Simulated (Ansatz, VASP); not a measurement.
# One calculation of LiHgS, two programs

Contents of INCAR:

```
SYSTEM = LiHgS
PREC = Accurate ; ENCUT = 600
EDIFF = 1E-6 ; ISMEAR = 0
SIGMA = 0.1 ; LREAL = .False.
LASPH = .True. ; NELM = 100
ALGO = Normal ; ISIF = 3
LWAVE = .False. ; LCHARG = .False.
GGA = PE ; IBRION = 2
NSW = 90 ; EDIFFG = -0.04
```

Contents of KPOINTS:

```
Automatic mesh
0
Gamma
  6 6 4
  0 0 0
```

POSCAR

```
LiHgS
1.0
    3.4963915900      0.0000000000      0.0000000000
    0.0000000000      3.4963915900      0.0000000000
    0.0000000000      0.0000000000      6.2343297600
Li Hg S
1 1 1
Direct
    0.5000000000      0.5000000000      0.5000000000
    0.0000000000      0.0000000000      0.0000000000
    0.0000000000      0.0000000000      0.5000000000
```

Input for Ansatz:

```yaml
crystal:
  lattice:
    - [3.49639159, 0.0, 0.0]
    - [0.0, 3.49639159, 0.0]
    - [0.0, 0.0, 6.23432976]
  atoms:
    - { symbol: Li, position: [0.5, 0.5, 0.5] }
    - { symbol: Hg, position: [0.0, 0.0, 0.0] }
    - { symbol: S, position: [0.0, 0.0, 0.5] }
basis:
  ecutwfc: 420
kpoints:
  mp_grid: { grid: [6, 6, 4] }
hamiltonian:
  xc: pbe
scf:
  occupations: { method: gaussian, width: 0.1 }
  lower_state_search: "off"
output:
  forces: true
  stress: true
  eigenvalues: true
relax:
  adjacent_minimum: "off"
  f_tol: 0.04
  max_steps: 70
  cell: { stress_tol: 0.4 }
```

Alike in both runs: task relaxation of cell and atoms; functional PBE; k mesh 6 × 6 × 4; occupations gaussian, width 0.1 eV; no spin polarisation.

|  | VASP | Ansatz |
| --- | --- | --- |
| version | VASP 6.6.1 | Ansatz 0.2.0 |
| potentials or method | VASP PAW PBE potentials, release 64 (Li_sv, Hg, S) | scalar-relativistic, plane waves, PAW |
| plane-wave cutoff (eV) | 600 | 420 |
| valence electrons in the cell | 21 | 29 |

```csv
,VASP,Ansatz,Ansatz less VASP
"gap on the k mesh at the Fermi level, each at its own relaxed structure (eV)",none,none,-
relaxed volume (Å³/atom),22.72,22.63,-0.083
relaxed cell length with the largest relative difference (Å),5.267,5.229,-0.0373
energy change over the relaxation (meV/atom),-111,-114,-3.3
```

A gap of «none» marks a metal or a gap that the smearing closes. The two sets of potentials don't hold the same shells in valence.

Caveats: the cutoff is under 1.25 times the usual one of these potentials, so pressure, stress and relaxed cells hold a basis-set (Pulay) error (VASP). The runs have no spin-orbit coupling, so splittings on Hg are missing.
